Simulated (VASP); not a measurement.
# Ga24CN23 (a cell with a defect) in VASP: relaxation of the atoms with PBE

Aim: the relaxation of the atoms of Ga24CN23 (a cell with a defect) with PBE.

Everything below comes from runs of VASP 6.6.1. Logs are shortened: lines on timing, memory, paths and dates and some standing lists are left out, and cuts for length are marked.

## Step 1: The crystal as given

The cell holds a defect, 48 atoms: a = 8.302 Å, b = 8.302 Å, c = 8.302 Å, α = 84.34°, β = 84.34°, γ = 84.34°.

## Step 2: Relaxation of the atoms, PBE

File INCAR:

```
ALGO     = Normal         # electronic algorithm
EDIFF    = 1E-6           # SCF threshold, eV
EDIFFG   = -0.025         # ionic threshold
ENCUT    = 450            # plane-wave cutoff, eV
GGA      = PE             # functional
IBRION   = 2              # ionic algorithm
ICORELEVEL= 1            
ISIF     = 2              # what is computed and relaxed
ISMEAR   = 0              # smearing method
LASPH    = True           # aspherical terms in the spheres
LCHARG   = False          # write CHGCAR
LREAL    = Auto         
LUSENCCL = False        
LWAVE    = False          # write WAVECAR
NELECT   = 432.0        
NELM     = 80             # most SCF steps
NSW      = 70             # ionic steps
PREC     = Normal         # precision mode
SIGMA    = 0.01           # smearing width, eV
```

File KPOINTS:

```
k-points
0
Monkhorst-Pack
  2 2 2
```

File POSCAR:

```
Ga24CN23
1.0
   -3.2177240000     -5.5732640000      5.2440550000
    6.4354500000      0.0000000000      5.2440550000
   -3.2177260000      5.5732640000      5.2440550000
Ga C N
24 1 23
Direct
    0.8330620000      0.4997285000      0.6663955000
    0.6663953300      0.3330618300      0.9997288300
    0.9997286700      0.6663951700      0.3330621700
    0.6663953300      0.8330618300      0.4997288300
    0.9997286700      0.1663951700      0.8330621700
    0.1663953300      0.3330618300      0.4997288300
    0.4997286700      0.6663951700      0.8330621700
    0.8330620000      0.9997285000      0.1663955000
    0.3330620000      0.4997285000      0.1663955000
    0.3330620000      0.9997285000      0.6663955000
    0.1663953300      0.8330618300      0.9997288300
    0.4997286700      0.1663951700      0.3330621700
    0.6663953300      0.4997288300      0.3330618300
    0.4997286700      0.3330621700      0.6663951700
    0.8330620000      0.6663955000      0.9997285000
    0.4997286700      0.8330621700      0.1663951700
    0.8330620000      0.1663955000      0.4997285000
    0.9997286700      0.3330621700      0.1663951700
    0.3330620000      0.6663955000      0.4997285000
    0.6663953300      0.9997288300      0.8330618300
    0.1663953300      0.4997288300      0.8330618300
    0.1663953300      0.9997288300      0.3330618300
    0.9997286700      0.8330621700      0.6663951700
    0.3330620000      0.1663955000      0.9997285000
    0.6252713300      0.2919378300      0.4586048300
    0.4586046700      0.1252711700      0.7919381700
    0.7919380000      0.4586045000      0.1252715000
    0.4586046700      0.6252711700      0.2919381700
    0.7919380000      0.9586045000      0.6252715000
    0.9586046700      0.1252711700      0.2919381700
    0.2919380000      0.4586045000      0.6252715000
    0.6252713300      0.7919378300      0.9586048300
    0.1252713300      0.2919378300      0.9586048300
    0.1252713300      0.7919378300      0.4586048300
    0.9586046700      0.6252711700      0.7919381700
    0.2919380000      0.9586045000      0.1252715000
    0.7919380000      0.6252715000      0.4586045000
    0.6252713300      0.4586048300      0.7919378300
    0.9586046700      0.7919381700      0.1252711700
    0.6252713300      0.9586048300      0.2919378300
    0.9586046700      0.2919381700      0.6252711700
    0.1252713300      0.4586048300      0.2919378300
    0.4586046700      0.7919381700      0.6252711700
    0.7919380000      0.1252715000      0.9586045000
    0.2919380000      0.6252715000      0.9586045000
    0.2919380000      0.1252715000      0.4586045000
    0.1252713300      0.9586048300      0.7919378300
    0.4586046700      0.2919381700      0.1252711700
```

Potentials or basis: VASP PAW PBE potentials, release 64 (Ga_d, C, N).

Launch:

```bash
cat potpaw_PBE.64/Ga_d/POTCAR potpaw_PBE.64/C/POTCAR potpaw_PBE.64/N/POTCAR > POTCAR
mpirun -np 1 vasp_std > vasp.out
```

OUTCAR:

```text
EDIFF = 1E-6
   EDIFFG = -0.025
   ENCUT = 450
   GGA = PE
   IBRION = 2
   ISIF = 2
   ISMEAR = 0
   LASPH = True
   LREAL = Auto
   NELECT = 432.0
   NELM = 80
   NSW = 70
   PREC = Normal

 ion  position               nearest neighbor table
   1  0.833  0.500  0.666-  41 1.97  38 1.97  37 1.97  35 1.98
   2  0.666  0.333  1.000-  44 1.97  48 1.97  38 1.97  27 1.98
   3  1.000  0.666  0.333-  42 1.97  37 1.97  39 1.97  34 1.98
   4  0.666  0.833  0.500-  37 1.97  43 1.97  40 1.97  29 1.98
   5  1.000  0.166  0.833-  47 1.97  44 1.97  41 1.97  33 1.98
   6  0.166  0.333  0.500-  46 1.97  41 1.97  42 1.97  31 1.98
[... 40 lines left out ...]
  47  0.125  0.959  0.792-   5 1.97  10 1.97  11 1.97  23 1.98
  48  0.459  0.292  0.125-   9 1.97   2 1.97  12 1.97  24 1.98

  LATTYP: Found a trigonal (rhomboedric) cell.
 ALAT       =     8.3015146249
 COS(alpha) =     0.0985646338

  Lattice vectors:

 A1 = (  -3.2177240000,  -5.5732640000,   5.2440550000)
 A2 = (   6.4354500000,   0.0000000000,   5.2440550000)
 A3 = (  -3.2177260000,   5.5732640000,   5.2440550000)

Analysis of symmetry for initial positions (statically):
=====================================================================
 Subroutine PRICEL returns:
 Original cell was already a primitive cell.

 Routine SETGRP: Setting up the symmetry group for a
 trigonal (rhombohedral) supercell.

 Subroutine GETGRP returns: Found  3 space group operations
 (whereof  1 operations were pure point group operations)
 out of a pool of 12 trial point group operations.

The static configuration has the point symmetry C_1 .
 The point group associated with its full space group is C_3 .

Analysis of symmetry for dynamics (positions and initial velocities):
=====================================================================
 Subroutine PRICEL returns:
 Original cell was already a primitive cell.

 Routine SETGRP: Setting up the symmetry group for a
 trigonal (rhombohedral) supercell.

 Subroutine GETGRP returns: Found  3 space group operations
 (whereof  1 operations were pure point group operations)
 out of a pool of 12 trial point group operations.

The dynamic configuration has the point symmetry C_1 .
 The point group associated with its full space group is C_3 .

 Subroutine INISYM returns: Found  3 space group operations
 (whereof  1 operations are pure point group operations),
 and found     1 'primitive' translations

----------------------------------------------------------------------------------------

                                     Primitive cell

  volume of cell :     564.2571

  direct lattice vectors                    reciprocal lattice vectors
    -3.217724000 -5.573264000  5.244055000    -0.051796430 -0.089714044  0.063564042
     6.435450000  0.000000000  5.244055000     0.103592859  0.000000019  0.063564042
    -3.217726000  5.573264000  5.244055000    -0.051796430  0.089714025  0.063564042

  length of vectors
     8.301513850  8.301513690  8.301514625     0.121539571  0.121539574  0.121539557

  position of ions in fractional coordinates (direct lattice)
     0.833062000  0.499728500  0.666395500
     0.666395330  0.333061830  0.999728830
     0.999728670  0.666395170  0.333062170
     0.666395330  0.833061830  0.499728830
     0.999728670  0.166395170  0.833062170
     0.166395330  0.333061830  0.499728830
[... 40 lines left out ...]
     0.125271330  0.958604830  0.791937830
     0.458604670  0.291938170  0.125271170

  ion indices of the primitive-cell ions
   primitive index   ion index
                 1           1
                 2           2
                 3           3
                 4           4
                 5           5
                 6           6
[... 40 lines left out ...]
                47          47
                48          48

----------------------------------------------------------------------------------------

 KPOINTS: k-points

Automatic generation of k-mesh.
 Grid dimensions read from file:
 generate k-points for:    2    2    2

 Generating k-lattice:

  Cartesian coordinates                     Fractional coordinates (reciprocal lattice)
    -0.025898215 -0.044857022  0.031782021     0.500000000  0.000000000  0.000000000
     0.051796430  0.000000009  0.031782021     0.000000000  0.500000000  0.000000000
    -0.025898215  0.044857013  0.031782021     0.000000000  0.000000000  0.500000000

  Length of vectors
     0.060769785  0.060769787  0.060769779

  Shift w.r.t. Gamma in fractional coordinates (k-lattice)
     0.500000000  0.500000000  0.500000000

 Subroutine IBZKPT returns following result:
 ===========================================

 Found      2 irreducible k-points:

 Following reciprocal coordinates:
            Coordinates               Weight
  0.250000  0.250000  0.250000      2.000000
 -0.250000  0.250000  0.250000      6.000000
   k-points           NKPTS =      2   k-points in BZ     NKDIM =      2   number of bands    NBANDS=    259
   number of dos      NEDOS =    301   number of ions     NIONS =     48
   total plane-waves  NPLWV = 110592
   dimension x,y,z NGX =    48 NGY =   48 NGZ =   48
   dimension x,y,z NGXF=    96 NGYF=   96 NGZF=   96
   ions per type =              24   1  23
   NGX,Y,Z   is equivalent  to a cutoff of   9.61,  9.61,  9.61 a.u.
   NGXF,Y,Z  is equivalent  to a cutoff of  19.22, 19.22, 19.22 a.u.
 SYSTEM =  unknown system
   PREC   = normal    normal or accurate (medium, high low for compatibility)
   ISTART =      0    job   : 0-new  1-cont  2-samecut
   ICHARG =      2    charge: 1-file 2-atom 10-const
   ISPIN  =      1    spin polarized calculation?
   LNONCOLLINEAR =      F non collinear calculations
   LSORBIT =      F    spin-orbit coupling
   LASPH  =      T    aspherical Exc in radial PAW
   ENCUT  =  450.0 eV  33.07 Ry    5.75 a.u.  14.36 14.36 14.36*2*pi/ulx,y,z
   NELM   =     80;   NELMIN=  2; NELMDL= -5     # of ELM steps
   EDIFF  = 0.1E-05   stopping-criterion for ELM
   LREAL  =      T    real-space projection
   EDIFFG = -.3E-01   stopping-criterion for IOM
   NSW    =     70    number of steps for IOM
   IBRION =      2    ionic relax: 0-MD 1-quasi-New 2-CG
   NFREE  =      1    steps in history (QN), initial steepest desc. (CG)
   ISIF   =      2    stress and relaxation
   ISYM   =      2    0-nonsym 1-usesym 2-fastsym
   POTIM  = 0.5000    time-step for ionic-motion
   TEBEG  =    0.0;   TEEND  =   0.0 temperature during run
   PSTRESS=    0.0 pullay stress
   NELECT =     432.0000    total number of electrons
   NUPDOWN=      -1.0000    fix difference up-down
   EMIN   =  10.00;   EMAX   =-10.00  energy-range for DOS
   EFERMI =   0.00;   METHOD = LEGACY
   ISMEAR =     0;   SIGMA  =   0.01  broadening in eV -4-tet -1-fermi 0-gaus
   EFERMI_NEDOS =   21; number of points for ismear=-14 and -15
   IALGO  =     38    algorithm
   IMIX   =      4    mixing-type and parameters
     AMIX     =   0.40;   BMIX     =  1.00
     AMIX_MAG =   1.60;   BMIX_MAG =  1.00
  volume/ion in A,a.u.               =      11.76        79.33
  Fermi-wavevector in a.u.,A,eV,Ry     =   1.497650  2.830149 30.517273  2.242956
  Thomas-Fermi vector in A             =   2.609511
   LORBIT       =      0    0 simple, 1 ext, 2 COOP (PROOUT), +10 PAW based schemes
   GGA     = PE    functional components
   LHFCALC =     F    Hartree Fock is set to
   AEXX    =    0.0000 exact exchange contribution
   IVDW    =     0    specifies the selected vdW correction
   LEPSILON=     F    determine dielectric tensor
   LRPA    =     F    only Hartree local field effects (RPA)
 conjugate gradient relaxation of ions
 non-spin polarized calculation
 Gauss-broadening in eV      SIGMA  =   0.01
  energy-cutoff  :      450.00
  volume of cell :      564.26
 maximum number of plane-waves:     12242
   NGX = 29   NGY = 29   NGZ = 29

--------------------------------------- Ionic step        1  -------------------------------------------

 number of electron     432.0000841 magnetization

 Free energy of the ion-electron system (eV)
  ---------------------------------------------------
  ext. energy  EPLUGINS =         0.00000000
  ---------------------------------------------------
  free energy    TOTEN  =      -284.07140060 eV

  energy without entropy =     -284.07140060  energy(sigma->0) =     -284.07140060

------------------------ aborting loop because EDIFF is reached ----------------------------------------

  FORCE on cell =-STRESS in cart. coord.  units (eV):
  Direction    XX          YY          ZZ          XY          YZ          ZX
  --------------------------------------------------------------------------------------
  -------------------------------------------------------------------------------------
  Total       10.8265135     10.8265167     11.2036779     -0.0000018      0.0000000      0.0000000
  in kB       30.7412962     30.7413052     31.8122340     -0.0000051      0.0000000      0.0000000
  external PRESSURE =      31.0982785 kB  Pullay stress =       0.0000000 kB
[... 643 lines left out ...]
--------------------------------------- Ionic step        9  -------------------------------------------

 number of electron     432.0000663 magnetization

 Free energy of the ion-electron system (eV)
  ---------------------------------------------------
  ext. energy  EPLUGINS =         0.00000000
  ---------------------------------------------------
  free energy    TOTEN  =      -284.23898836 eV

  energy without entropy =     -284.23898836  energy(sigma->0) =     -284.23898836

 the core state eigenenergies are
   1-  1s -10217.3648  2s  -1250.7625  2p  -1087.2195  3s   -137.0712  3p    -87.8173

   2-  1s -10217.3458  2s  -1250.7499  2p  -1087.2061  3s   -137.0633  3p    -87.8096

   3-  1s -10217.3820  2s  -1250.7879  2p  -1087.2440  3s   -137.1037  3p    -87.8502
[... 65 lines left out ...]
  47-  1s   -370.3411
  48-  1s   -370.1951

 E-fermi :   5.2088     XC(G=0): -11.5451

 val. band max:        5.1644240064   @ k =   0.2500   0.2500   0.2500
 cond. band min:       8.0563332183   @ k =   0.2500   0.2500   0.2500
 fundamental gap:      2.8919092119
 Fermi energy:         5.2087953932

 k-point     1 :       0.2500    0.2500    0.2500
  band No.  band energies     occupation
      1     -10.5694      2.00000
      2     -10.1789      2.00000
      3     -10.1682      2.00000
      4     -10.1361      2.00000
      5     -10.0106      2.00000
      6      -9.9796      2.00000
[... 220 lines left out ...]
    227      10.0629      0.00000
    228      10.1584      0.00000

 k-point     2 :      -0.2500    0.2500    0.2500
  band No.  band energies     occupation
      1     -10.5351      2.00000
      2     -10.2122      2.00000
      3     -10.1809      2.00000
      4     -10.1534      2.00000
      5     -10.0259      2.00000
      6      -9.9947      2.00000
[... 220 lines left out ...]
    227      10.1921      0.00000
    228      10.2115      0.00000
 [bands above 228 left out]

------------------------ aborting loop because EDIFF is reached ----------------------------------------

  FORCE on cell =-STRESS in cart. coord.  units (eV):
  Direction    XX          YY          ZZ          XY          YZ          ZX
  --------------------------------------------------------------------------------------
  -------------------------------------------------------------------------------------
  Total       11.0751113     11.0751145     11.4377411     -0.0000021      0.0000000      0.0000000
  in kB       31.4471761     31.4471853     32.4768437     -0.0000059      0.0000000      0.0000000
  external PRESSURE =      31.7904017 kB  Pullay stress =       0.0000000 kB
[... 63 lines left out ...]
  FREE ENERGIE OF THE ION-ELECTRON SYSTEM (eV)
  ---------------------------------------------------
  free  energy   TOTEN  =      -284.2389883641 eV

  energy  without entropy=     -284.2389883641  energy(sigma->0) =     -284.23898836

 reached required accuracy - stopping structural energy minimisation
```

Wall time 17 min (1 × NVIDIA H100 80GB with 1 thread of AMD EPYC 7R13 (Zen 3), shared host); peak memory 1.4 GiB.

What came out:

- Free energy: -284.2390 eV
- Energy gained by relaxing: 3.5 meV/atom
- Ionic steps: 9
- Largest force after relaxing: 0.024 eV/Å

Forces in eV/Å, atoms in the order of the input:
```
Ga   0.000  0.000  0.003
Ga   0.010  0.006  0.002
Ga  -0.012  0.005  0.007
Ga   0.001 -0.012  0.002
Ga   0.011  0.007  0.007
Ga  -0.010  0.005  0.002
Ga   0.001 -0.013  0.007
Ga   0.006  0.009 -0.003
Ga  -0.011  0.001 -0.003
Ga   0.005 -0.010 -0.003
Ga   0.000  0.000  0.003
Ga   0.000  0.000  0.024
Ga  -0.008  0.008 -0.005
Ga  -0.003 -0.011 -0.005
Ga   0.005  0.010 -0.020
Ga   0.002 -0.006  0.006
Ga   0.011  0.003 -0.005
Ga  -0.004  0.001  0.000
Ga   0.001 -0.004  0.000
Ga   0.002  0.003  0.000
Ga  -0.012  0.000 -0.020
Ga  -0.007  0.002  0.006
Ga   0.006 -0.010 -0.020
Ga   0.005  0.005  0.006
C    0.000  0.000  0.017
N    0.014 -0.008 -0.001
N    0.000  0.013  0.008
N   -0.014 -0.008 -0.001
N    0.011 -0.006  0.008
N    0.000  0.016 -0.001
N   -0.011 -0.006  0.008
N    0.006  0.000 -0.001
N   -0.003  0.005 -0.001
N   -0.003 -0.005 -0.001
N    0.000  0.000  0.018
N    0.000  0.000 -0.010
N    0.004  0.002 -0.003
N   -0.004  0.003 -0.003
N    0.000  0.000 -0.011
N   -0.007  0.000  0.003
N   -0.001 -0.005 -0.003
N   -0.006  0.008 -0.001
N   -0.004 -0.009 -0.001
N    0.010  0.001 -0.001
N    0.000 -0.001 -0.011
N    0.004  0.006  0.003
N    0.001  0.000 -0.011
N    0.004 -0.006  0.003
```

Step by step:
| step | energy change (eV) | largest force (eV/Å) | pressure (GPa) |
| --- | --- | --- | --- |
| 1 | 0.0000 | 1.0361 | 3.11 |
| 2 | -0.0991 | 0.6816 | 3.27 |
| 3 | -0.1567 | 0.1404 | 3.19 |
| 4 | -0.1627 | 0.0670 | 3.19 |
| 5 | -0.1630 | 0.0788 | 3.19 |
| 6 | -0.1659 | 0.0413 | 3.19 |
| 7 | -0.1666 | 0.0400 | 3.18 |
| 8 | -0.1675 | 0.0285 | 3.18 |
| 9 | -0.1676 | 0.0236 | 3.18 |

Final structure:
```
Ga C N
1.0
    -3.21772   -5.57326    5.24406
     6.43545    0.00000    5.24406
    -3.21773    5.57326    5.24406
Ga C N
24 1 23
Direct
  0.83185 0.49851 0.66518
  0.66577 0.33396 0.00119
  0.99983 0.66648 0.33309
  0.66730 0.83453 0.49910
  0.99981 0.16643 0.83317
  0.16786 0.33244 0.50063
  0.49976 0.66650 0.83314
  0.83231 0.99996 0.16720
  0.33386 0.49897 0.16663
  0.33329 0.00053 0.66564
  0.16647 0.83314 0.99980
  0.50168 0.16834 0.33501
  0.66613 0.49745 0.33512
  0.50179 0.33280 0.66411
  0.83302 0.66677 0.99869
  0.49943 0.83306 0.16554
  0.83078 0.16846 0.49947
  0.99852 0.33258 0.16741
  0.33407 0.66518 0.49925
  0.66591 0.00074 0.83185
  0.16536 0.49969 0.83344
  0.16640 0.99888 0.33276
  0.00011 0.83203 0.66636
  0.33221 0.16609 0.99973
  0.62559 0.29225 0.45892
  0.45664 0.12416 0.79418
  0.79329 0.46077 0.12335
  0.45749 0.62751 0.28998
  0.79410 0.95668 0.62663
  0.96084 0.12331 0.29082
  0.29001 0.45996 0.62743
  0.62528 0.79275 0.95785
  0.12451 0.29195 0.95942
  0.12609 0.79118 0.45861
  0.95833 0.62499 0.79166
  0.29153 0.95820 0.12487
  0.79342 0.62825 0.45851
  0.62518 0.46009 0.79492
  0.95881 0.79211 0.12484
  0.62446 0.95634 0.29003
  0.96158 0.29184 0.62675
  0.12545 0.45833 0.29222
  0.45889 0.79211 0.62499
  0.79166 0.12556 0.95878
  0.29151 0.62547 0.95878
  0.28967 0.12337 0.45780
  0.12545 0.95817 0.79214
  0.45670 0.29113 0.12301
```

Core levels (eV, on the scale of the bands):
| atom | levels |
| --- | --- |
| 1 Ga | 1s -10217.4, 2s -1250.8, 2p -1087.2, 3s -137.1, 3p -87.8 |
| 2 Ga | 1s -10217.3, 2s -1250.7, 2p -1087.2, 3s -137.1, 3p -87.8 |
| 3 Ga | 1s -10217.4, 2s -1250.8, 2p -1087.2, 3s -137.1, 3p -87.9 |
| 4 Ga | 1s -10217.3, 2s -1250.7, 2p -1087.2, 3s -137.1, 3p -87.8 |
| 5 Ga | 1s -10217.4, 2s -1250.8, 2p -1087.2, 3s -137.1, 3p -87.9 |
| 6 Ga | 1s -10217.3, 2s -1250.7, 2p -1087.2, 3s -137.1, 3p -87.8 |

Caveat: the cell is charged against a uniform background, so pressure and absolute levels hang on convention; the cutoff is under 1.25 times the usual one of these potentials, so pressure, stress and relaxed cells hold a basis-set (Pulay) error.
